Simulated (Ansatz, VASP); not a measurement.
# Ru (Ruthenium) in two plane-wave programs, part 2 of 2

One calculation is typed for both programs; each brings its own data sets. How far apart do they land? The cell is taken from a series of runs on this material, whose earlier steps may have relaxed, scaled, displaced or heated it; both programs get it as it stands.

VASP 6.6.1 and Ansatz 0.2.0.

So far: Starting point; VASP: zone-centre phonons, LDA.

## (3) Ansatz: zone-centre phonons, LDA

Level of this step: Ansatz beside VASP: Kohn-Sham DFT, plane waves, LDA (Ansatz).

Ansatz runs on its PAW soft_1 files.

The same cell, functional (in two slightly different forms), mesh and smearing now go to Ansatz, which takes its cutoff from its data sets.

Input file input.yaml:

```yaml
crystal:
  lattice:
    - [2.6887330652, 0.0, 0.0]
    - [-1.3443665326, 2.3285111385, 0.0]
    - [0.0, 0.0, 4.139470768]
  atoms:
    - { symbol: Ru, position: [0.3333333321, 0.6666666679, 0.25] }
    - { symbol: Ru, position: [0.6666666679, 0.3333333321, 0.75] }
kpoints:
  mp_grid: { grid: [18, 18, 12] }
hamiltonian:
  xc: lda
  pseudopotentials: { kind: paw, azcp: { folder: soft_1 }, xc_functional: pbe }
scf:
  occupations: { method: methfessel_paxton, width: 0.2 }
output:
  eigenvalues: true
phonons:
  method: dfpt
```

Launch:

```
$ ansatz run input.yaml --threads 4 --pin off --max-ram 10240MiB --backend cpu --events-out ev --progress --plain --runs-dir out
```

Numbers of over 12 decimals in the logs are rounded to 6 here.

What it wrote:

```text
zone centre: on kpoints.mp_grid the ground state, and the responses unless they are solved on pairs of k-points, stand on 637 of the mesh's 3888 k-points, reduced under 4 symmetry operations, with k and −k counted as one. Each operation leaves every solved displacement unchanged or reverses it
Engine: ansatz 0.2.0, aarch64-unknown-linux-gnu
Pseudopotentials: kind: paw
Pseudopotential: Ru, paw, valence charge 16, recommended cutoff 420 eV (normal), soft_1/Ru.paw.azcp
Functional definition: SPW92
  exchange = slater_x
  correlation = pw_c
Crystal: 2 atoms, lattice volume = 25.916 Å³
Basis set: ecut = 420 eV, 523 PW (Γ), exchange–correlation on 36×36×60 points (8 copies of the dense FFT grid, shifted against one another)
Bands: 20, of which v1, the nominal top of the filled ones, is band 16 counted from 1 (15 counted from 0)
Symmetry: 24 space group operations
k-points: 637 of 3888 (irreducible under 4 space group operations, time reversal used)
Non-local potential: Ru, projectors of the file, l = 0: 3, l = 1: 2, l = 2: 2, l = 3: 1
PAW form: soft (Blöchl's): semilocal exchange-correlation on the pseudo side does not see the compensation charge
PAW frozen core: Ru, regenerated for the run's functional, and the local potential with it (the file was generated under x = pbe(κ = 0.804, μ = 0.219515), c = pbe(β = 0.066725))
PAW one-centre angular grid: Ru, 590 points (default); XC on 64 Gauss nodes
Initial density: superposition of atomic densities (chi_scale 0.1, normalization cell)
Initial wavefunctions: pseudopotential atomic-orbital guess
Functional: x = slater, c = lda
SCF iter   1: F=—  HF=-11518.099015 eV  |F-HF|=—  |Δ(HF+E_count)|=         —  Δρ=1.31e-1  dr2=4.13e0  ethr=3.10e-3  ⟨swp⟩=5.0  Hψ=112294  notcnv=0  defer=69
automatic band count: the SCF goes on with 24 bands, as 20 were too few: they end inside the smearing window of the response
preconditioner: auto → none  [metal: Δε(μ)=0.009 eV  Ē_g=12.016 eV  σ=0.200 eV  W_gap=0.04  n_scr=8 (ndim 8)  ℏωp=29.2 eV  f_vac=0.000  D(μ)=1.40/eV (n_scr^D=22)  sad-step TF]
SCF iter   2: F=—  HF=-11517.088343 eV  |F-HF|=—  |Δ(HF+E_count)|=    1.01e0  S|Δr|=    0.00e0  Δρ=7.35e-2  dr2=1.28e0  ethr=3.10e-3  ⟨swp⟩=2.8  Hψ=29289  notcnv=0  defer=1807
SCF iter   3: F=—  HF=-11516.642318 eV  |F-HF|=—  |Δ(HF+E_count)|=   4.46e-1  S|Δr|=    0.00e0  Δρ=3.49e-3  dr2=1.42e-3  ethr=3.10e-3  ⟨swp⟩=2.0  Hψ=21740  notcnv=0  defer=1807
SCF iter   4: F=—  HF=-11516.642988 eV  |F-HF|=—  |Δ(HF+E_count)|=   6.70e-4  S|Δr|=    0.00e0  Δρ=3.88e-4  dr2=9.69e-6  ethr=4.45e-6  ⟨swp⟩=2.4  Hψ=29588  notcnv=0  defer=1691
SCF iter   5: F=—  HF=-11516.643001 eV  |F-HF|=—  |Δ(HF+E_count)|=   1.37e-5  S|Δr|=    0.00e0  Δρ=1.46e-4  dr2=3.22e-6  ethr=3.03e-8  ⟨swp⟩=2.0  Hψ=23519  notcnv=0  defer=1691
SCF iter   6: F=—  HF=-11516.643000 eV  |F-HF|=—  |Δ(HF+E_count)|=   1.01e-6  S|Δr|=    0.00e0  Δρ=2.36e-5  dr2=7.23e-8  ethr=1.01e-8  ⟨swp⟩=2.3  Hψ=22583  notcnv=0  defer=1691
SCF iter   7: F=—  HF=-11516.643000 eV  |F-HF|=—  |Δ(HF+E_count)|=   2.85e-8  S|Δr|=    0.00e0  Δρ=2.90e-6  dr2=1.54e-9  ethr=2.26e-10  ⟨swp⟩=2.2  Hψ=22082  notcnv=0  defer=1691
SCF iter   8: F=—  HF=-11516.643000 eV  |F-HF|=—  |Δ(HF+E_count)|=  1.71e-10  S|Δr|=    0.00e0  Δρ=2.45e-7  dr2=1.21e-11  ethr=4.80e-12  ⟨swp⟩=2.0  Hψ=21094  notcnv=0  defer=1691
SCF iter   9: F=-11516.643000 eV  HF=-11516.643000 eV  |F-HF|=0.00e0  |Δ(HF+E_count)|=    0.00e0  S|Δr|=    0.00e0  Δρ=3.04e-8  dr2=3.92e-14  ethr=1.00e-12  ⟨swp⟩=10.0  Hψ=73228  notcnv=0
SCF 1 converged in 9 iterations: F = -11516.643000 eV  dr2 = 3.92e-14
  greatest PAW one-centre occupation: 1.000 electrons in one spin orbital (limit 2), on the Ru atom at site 1 (counted from 0), in its partial waves of l = 0
DFPT response loops at Γ: preconditioner auto → Kerker (q_TF=auto, 2.826 Å⁻¹) (partly filled bands, converged f_vac=0.000); β = 1.00, the filter's whole step (`scf.mixing.beta` (0.50) is not read by the response loops under this deck's `scf.mixing.preconditioner`; to damp them name `kerker` or `kerker_dos`, under which they read `scf.mixing.beta`, and type it under 1.00, their step now; both keys bind the ground state too); Broyden in place of MSR1
SCF converged after 9 iterations
Stability not checked: this state was not tested for a lower state beside it, because cold or Methfessel-Paxton smearing, or corrected tetrahedra, fill the levels in a way that the test cannot read (fill_not_monotonic; see scf.lower_state_search)
Free energy (F): -11516.643000 eV
Harris-Foulkes:  -11516.643000 eV  (|F-HF|=0.00e0)
Internal energy: -11516.643009 eV  (E = F + TS)
E sigma→0 (E₀):  -11516.643002 eV
Entropy (-TS):   0.000008 eV (0.004 meV/atom)
Fermi energy:    24.388281 eV
--- Per-component energies (eV) ---
  E_band       = -81.812010
  E_kinetic    = 925.028067
  E_local      = -2455.542467  (includes V_loc(G=0)·N_el)
  E_nonlocal   = 836.201629
  E_hartree    = 811.297290
  E_xc         = -340.178957
  E_vxc        = -431.782724  (∫ρ·V_xc dr)
  E_paw        = -6763.962235  (= ΣΔE_a)
  E_vpaw       = -578.312207  (= ΣTr[D̂ρ^β])
  E_aug_tail   = 0.001106  (compensation charges beyond the density's cutoff)
  E_ewald      = -4530.630812
  E_core_change = 1.143369  (= ΣΔE_core)
  E_smearing   = 0.000008  (= −TS)
  E_closure    = -0.000000  (closes the sum)
  Σ components = -11516.643000   (vs F -11516.643000, Δ=0.00e0)
--- Band table (eV; the first three rows and the last of 637) ---
  k-point 0: bands = [... 12 lower, 22.0430, 22.3512, 22.3512, 22.6572, 22.6572, 25.6542, 25.6542, 26.0522, ... 4 higher]
  k-point 1: bands = [... 12 lower, 21.9951, 22.2901, 22.2901, 22.8057, 22.8057, 25.6704, 25.6704, 25.7615, ... 4 higher]
  k-point 2: bands = [... 12 lower, 21.8621, 22.1260, 22.1260, 23.1613, 23.1613, 25.0167, 25.6960, 25.6960, ... 4 higher]
  k-point 636: bands = [... 12 lower, 21.5717, 21.5717, 22.9071, 22.9071, 26.1280, 26.1280, 29.6644, 29.6644, ... 4 higher]
--- Phonons (Γ-DFPT): 2 representative perturbations + reference, on 637 of 3888 k-points (Σ response iterations 6) ---
  k mesh reduced under 4 symmetry operations, with k and −k counted as one. Each operation leaves every solved displacement unchanged or reverses it
  ASR residual: 1.918e-5 → 0.000e0 eV/Å²; symmetrization residual: 2.576e-13 eV/Å²
  ASR residual per site (eV/Å²): 1.92e-5 1.92e-5
  Γ frequencies (cm⁻¹): 0.00 0.00 0.00 221.12 221.12 303.49
  non-analytic LO–TO correction: not included (Born effective charges unavailable; polar crystals: no LO–TO splitting at Γ)
```

## (4) Side by side

Known differences besides the potentials themselves: the data sets hold 32 valence electrons in Ansatz (on its PAW soft_1 files) and 28 in VASP; the cutoff is 420 eV in Ansatz and 500 eV in VASP; VASP's log shows a relativistic correction to its local exchange, Ansatz's none. Total energies have different zeros and are not compared.

Compared:

| quantity | Ansatz | VASP | difference |
| --- | --- | --- | --- |
| optical mode 1 to 2 (cm⁻¹) | 221.1 | 221.6 | -0.24 % |
| optical mode 3 (cm⁻¹) | 303.5 | 305.6 | -0.70 % |

Modes are paired by rising frequency, not by their patterns, so a pair may set unlike modes beside each other; they are those without the splitting of longitudinal modes.

## (5) Outcome

| Item | Value |
| --- | --- |
| r.m.s. difference of the optical zone-centre modes, each program's sorted by frequency (zone-centre phonons, LDA) | 1.3 cm⁻¹ |
| difference in optical mode 3 (zone-centre phonons, LDA) | -0.7 % |

The r.m.s. difference of the optical zone-centre modes, each program's sorted by frequency is 1.3 cm⁻¹ (zone-centre phonons, LDA). The data sets hold unlike numbers of valence electrons (32 in Ansatz and 28 in VASP), so part of the differences comes from the potentials. Among the rows given in per cent, the largest difference of the zone-centre phonons, LDA pair is in optical mode 3, -0.7 %. How closely two codes agree says nothing of how well the functional describes the real material.

[Lines on the potential files, build, host, timing and source positions are cut from VASP's logs without a mark.]

[Logs are printed without paths, hosts, clocks, repeated set-up lines and the standing remarks that a program may print on its own settings, such as how far it seeks lower states.]

[Hosts, paths, dates, database ids (printed as entryN), source tags and the programs' standing remarks are cut or masked in the printed files.]
